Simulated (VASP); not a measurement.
# Mg2C (Fm-3m) in VASP: dielectric tensor with PBE

Aim: the dielectric tensor of Mg2C with PBE.

All numbers are computed with VASP 6.6.1; they aren't measurements. Logs are shortened: lines on timing, memory, paths and dates and some standing lists are left out, and cuts for length are marked.

**1. Starting point**

Symmetry: Fm-3m, No. 225, cubic system. The conventional cell has a = 5.422 Å, b = 5.422 Å, c = 5.422 Å, α = 90.00°, β = 90.00°, γ = 90.00°. C (site symmetry m-3m) has 8 Mg at 2.35 Å as nearest neighbours. Mg (site symmetry -43m) has 4 C at 2.35 Å as nearest neighbours.

The cell was built by a generator and needn't be a form met in nature.

**2. Dielectric tensor, PBE**

Input file INCAR:

```
SYSTEM = Mg2C
PREC = Accurate ; ENCUT = 520
EDIFF = 1E-8 ; ISMEAR = 0
SIGMA = 0.01 ; LREAL = .FALSE.
LASPH = .TRUE. ; NELM = 100
ALGO = Normal ; ISIF = 2
LWAVE = .FALSE. ; LCHARG = .FALSE.
GGA = PE ; LEPSILON = .TRUE.
```

Input file KPOINTS:

```
regular mesh
0
G
  6 6 6
  0 0 0
```

Input file POSCAR:

```
Mg2C
1.0
    0.0000000000      2.7109426128      2.7109426128
    2.7109426128      0.0000000000      2.7109426128
    2.7109426128      2.7109426128      0.0000000000
C Mg
1 2
Direct
    0.0000000000      0.0000000000      0.0000000000
    0.2500000000      0.2500000000      0.2500000000
    0.7500000000      0.7500000000      0.7500000000
```

Potentials or basis: VASP PAW PBE potentials, release 64 (C, Mg).

Command:

```
$ cat potpaw_PBE.64/C/POTCAR potpaw_PBE.64/Mg/POTCAR > POTCAR
$ mpirun -np 1 vasp_std > vasp.out
```

OUTCAR:

```text
SYSTEM = Mg2C
   PREC = Accurate
   ENCUT = 520
   EDIFF = 1E-8
   ISMEAR = 0
   LREAL = .FALSE.
   LASPH = .TRUE.
   NELM = 100
   ISIF = 2
   GGA = PE
   LEPSILON = .TRUE.

 ion  position               nearest neighbor table
   1  0.000  0.000  0.000-   3 2.35   3 2.35   3 2.35   2 2.35   2 2.35   2 2.35   3 2.35   2 2.35

   2  0.250  0.250  0.250-   1 2.35   1 2.35   1 2.35   1 2.35   3 2.71   3 2.71   3 2.71   3 2.71
                             3 2.71   3 2.71
   3  0.750  0.750  0.750-   1 2.35   1 2.35   1 2.35   1 2.35   2 2.71   2 2.71   2 2.71   2 2.71
                             2 2.71   2 2.71

  LATTYP: Found a face centered cubic cell.
 ALAT       =     5.4218852256

  Lattice vectors:

 A1 = (   0.0000000000,   2.7109426128,   2.7109426128)
 A2 = (   2.7109426128,   0.0000000000,   2.7109426128)
 A3 = (   2.7109426128,   2.7109426128,   0.0000000000)

Analysis of symmetry for initial positions (statically):
=====================================================================
 Subroutine PRICEL returns:
 Original cell was already a primitive cell.

 Routine SETGRP: Setting up the symmetry group for a
 face centered cubic supercell.

 Subroutine GETGRP returns: Found 48 space group operations
 (whereof 48 operations were pure point group operations)
 out of a pool of 48 trial point group operations.

The static configuration has the point symmetry O_h .

Analysis of symmetry for dynamics (positions and initial velocities):
=====================================================================
 Subroutine PRICEL returns:
 Original cell was already a primitive cell.

 Routine SETGRP: Setting up the symmetry group for a
 face centered cubic supercell.

 Subroutine GETGRP returns: Found 48 space group operations
 (whereof 48 operations were pure point group operations)
 out of a pool of 48 trial point group operations.

The dynamic configuration has the point symmetry O_h .

 Subroutine INISYM returns: Found 48 space group operations
 (whereof 48 operations are pure point group operations),
 and found     1 'primitive' translations

[... 330 lines left out ...]
 POSITION                                       TOTAL-FORCE (eV/Angst)
 -----------------------------------------------------------------------------------
      0.00000      0.00000      0.00000         0.000000      0.000000      0.000000
      1.35547      1.35547      1.35547         0.000000      0.000000      0.000000
      4.06641      4.06641      4.06641        -0.000000     -0.000000     -0.000000
 -----------------------------------------------------------------------------------
    total drift:                                0.000000     -0.000000     -0.000000

  FREE ENERGIE OF THE ION-ELECTRON SYSTEM (eV)
  ---------------------------------------------------
  free  energy   TOTEN  =       -11.4753229455 eV

  energy  without entropy=      -11.4753229455  energy(sigma->0) =      -11.47532295

 HEAD OF MICROSCOPIC STATIC DIELECTRIC TENSOR (INDEPENDENT PARTICLE, excluding Hartree and local field effects)
 ------------------------------------------------------
          10.624295    -0.000000    -0.000000
           0.000000    10.624295     0.000000
          -0.000000     0.000000    10.624295
 ------------------------------------------------------

 Free energy of the ion-electron system (eV)
  ---------------------------------------------------
  ---------------------------------------------------
  free energy    TOTEN  =        -1.11246525 eV

  energy without entropy =       -1.11246525

------------------------ aborting loop because EDIFF is reached ----------------------------------------

--------------------------------------- Ionic step        2  -------------------------------------------

------------------------ aborting loop because EDIFF is reached ----------------------------------------

--------------------------------------- Ionic step        3  -------------------------------------------

 Free energy of the ion-electron system (eV)
  ---------------------------------------------------
  ---------------------------------------------------
  free energy    TOTEN  =        -1.11246523 eV

  energy without entropy =       -1.11246523

------------------------ aborting loop because EDIFF is reached ----------------------------------------

 PIEZOELECTRIC TENSOR FIELD DIRECTION 3  (e Angst)
 -----------------------------------------------------------------------------
     0.00320  0.00000 -0.00000           ( -0.00000  0.00000 -0.00000)
     0.00000  0.00320 -0.00000           (  0.00000 -0.00000  0.00000)
    -0.00000  0.00000 -0.00708           ( -0.00000  0.00000 -0.00001)

 PIEZOELECTRIC TENSOR FIELD DIRECTION 3  (C/m^2)
 -----------------------------------------------------------------------------
     0.00128  0.00000 -0.00000
     0.00000  0.00128 -0.00000
    -0.00000  0.00000 -0.00285

 MACROSCOPIC STATIC DIELECTRIC TENSOR (including local field effects in DFT)
 ------------------------------------------------------
          10.184344    -0.000000     0.000000
          -0.000000    10.184344     0.000000
           0.000000    -0.000000    10.184344
 ------------------------------------------------------

 PIEZOELECTRIC TENSOR (including local field effects)  for field in x, y, z        (e  Angst)
          XX          YY          ZZ          XY          YZ          ZX
  --------------------------------------------------------------------------------
  x     0.00000     0.00000     0.00000     0.00000     0.00000     0.00000
  y     0.00000     0.00000     0.00000     0.00000     0.00000     0.00000
  z     0.00000     0.00000     0.00000     0.00000     0.00000     0.00000

 PIEZOELECTRIC TENSOR (including local field effects)  for field in x, y, z        (C/m^2)
          XX          YY          ZZ          XY          YZ          ZX
  --------------------------------------------------------------------------------
  x     0.00000     0.00000     0.00000     0.00000     0.00000     0.00000
  y     0.00000     0.00000     0.00000     0.00000     0.00000     0.00000
  z     0.00000     0.00000     0.00000     0.00000     0.00000     0.00000

 BORN EFFECTIVE CHARGES (including local field effects) (in |e|, cummulative output)
 ---------------------------------------------------------------------------------
 ion    1
    1    -3.21537    -0.00000    -0.00000
    2     0.00000    -3.21537     0.00000
    3    -0.00000    -0.00000    -3.21537
 ion    2
    1     1.60768    -0.00000     0.00000
    2    -0.00000     1.60768    -0.00000
    3    -0.00000    -0.00000     1.60768
 ion    3
    1     1.60768    -0.00000     0.00000
    2    -0.00000     1.60768     0.00000
    3    -0.00000    -0.00000     1.60768
```

Run time: 2.6 min. Hardware: 1 thread of AMD EPYC, shared host; peak memory 0.15 GiB.

Results:

```yaml
Band_gap_on_the_k_mesh: 0.73 eV, indirect (least direct gap 1.49 eV)
Electronic_dielectric_tensor_diagonal: 10.18
Born_charges_mean_of_the_diagonal: C -3.22; Mg +1.61 e
```

Electronic dielectric tensor:
```
10.18  0.00  0.00
 0.00 10.18  0.00
 0.00  0.00 10.18
```

Born effective charge tensors (e):
atom 1, C
```
-3.22  0.00  0.00
 0.00 -3.22  0.00
 0.00  0.00 -3.22
```
atom 2, Mg
```
1.61 0.00 0.00
0.00 1.61 0.00
0.00 0.00 1.61
```
atom 3, Mg
```
1.61 0.00 0.00
0.00 1.61 0.00
0.00 0.00 1.61
```

A k mesh can miss the band edges. As with any semilocal functional, this PBE gap is likely too small.
